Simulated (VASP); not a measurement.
Runs of VASP 6.6.1 on LiTiB4. Symmetry: P6/mmm, No. 191, hexagonal system. Conventional cell: a = 3.021 Å, b = 3.021 Å, c = 6.761 Å, α = 90.00°, β = 90.00°, γ = 120.00°. Around Li (site symmetry 6/mmm) lie 12 B at 2.51 Å. Ti (site symmetry 6/mmm) is surrounded by 12 B at 2.35 Å. Around B (site symmetry 3m) lie 3 B at 1.74 Å. The cell was built by a generator and needn't be a form met in nature.

```csv
level,potentials or basis,gap on the mesh (eV),pressure (GPa),relaxed volume (Å³/atom),largest force (eV/Å)
rev-vdW-DF2,"VASP PAW PBE potentials, release 64 (Li_sv, Ti_sv, B)",none,0.1,(b),-
AM05,"VASP PAW PBE potentials, release 64 (Li_sv, Ti_sv, B)",none,0.1,8.69,-
optB88-vdW,"VASP PAW PBE potentials, release 64 (Li_sv, Ti_sv, B)",none,0.1,8.86,0.01
RPBE,"VASP PAW PBE potentials, release 64 (Li_sv, Ti_sv, B)",none,0.0,(c),0.01
revPBE,"VASP PAW PBE potentials, release 64 (Li_sv, Ti_sv, B)",none,-0.1,9.05,-
PBEsol,"VASP PAW PBE potentials, release 64 (Li_sv, Ti_sv, B)",none,-0.1,8.72,-
PBE,"VASP PAW PBE potentials, release 64 (Li_sv, Ti_sv, B)",none,0.0,8.88,-
BLYP,"VASP PAW PBE potentials, release 64 (Li_sv, Ti_sv, B)",none,-0.1,9.13,0.01
vdW-DF-cx,"VASP PAW PBE potentials, release 64 (Li_sv, Ti_sv, B)",none,0.1,8.82,-
LDA,"VASP PAW LDA potentials, release 64 (Li_sv, Ti_sv, B)",none,0.0,8.45,-
PW91,"VASP PAW PBE potentials, release 64 (Li_sv, Ti_sv, B)",none,-0.1,(a),0.01
```

Alike in all rows: task relaxation of cell and atoms; no spin polarisation; cell relaxed; k mesh 7 × 7 × 3; cutoff (eV) 600; smearing fermi-dirac 0.05 eV.

Fill in the values left out.

(a) 8.91; (b) 8.78; (c) 9.07.

Caveats: the cutoff is under 1.25 times the usual one of these potentials, so pressure, stress and relaxed cells hold a basis-set (Pulay) error; the PAW data sets were made with another functional, which shifts forces and pressure a little (some runs).

A k mesh can miss the band edges.

A gap of «none» marks a metal or a gap under the smearing width.

Not every run made on this cell is shown here.
